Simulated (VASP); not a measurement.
```
CELL_PARAMETERS angstrom
     -1.62500     1.62500     2.47500
      1.62500    -1.62500     2.47500
      1.62500     1.62500    -2.47500
ATOMIC_POSITIONS crystal
  In 0.00000 0.00000 0.00000
```

The numbers are results of PBE GGA, VASP's PBE PAW potentials (set 64) (plane waves; VASP), not measurements. Numerical set-up: 480 eV cut-off, 14×14×14 Γ-centred mesh, first-order Methfessel-Paxton smearing of 0.10 eV, potentials In.

Energy and stress use the plane-wave basis of the starting cell.

**Question.** The ions, cell shape and volume are relaxed. What does this cell relax into?

**Answer.** 
```
CELL_PARAMETERS angstrom
     -1.64541     1.64541     2.53491
      1.64541    -1.64541     2.53491
      1.64541     1.64541    -2.53491
ATOMIC_POSITIONS crystal
  In 0.00000 0.00000 0.00000
```
Space group I4/mmm (139), at a tolerance of 0.03 Å.

**Question.** How do energy and volume change from the first to the last step?

**Answer.** The energy (σ→0) changes by -8.3 meV/atom and the volume by +5.0 %, in 5 ionic steps.

```csv
step,E(σ→0) (eV),max force (eV/Å),pressure (GPa),volume (Å³)
1,-2.5525,0.000,2.10,26.14
2,-2.5607,0.000,0.00,27.46
3,-2.5607,0.000,-0.01,27.47
4,-2.5607,0.000,-0.01,27.47
5,-2.5608,0.000,0.01,27.45
```

The compound is In in the bct structure. This run relaxes it. Symmetry was kept, so distortions that lower it aren't found.
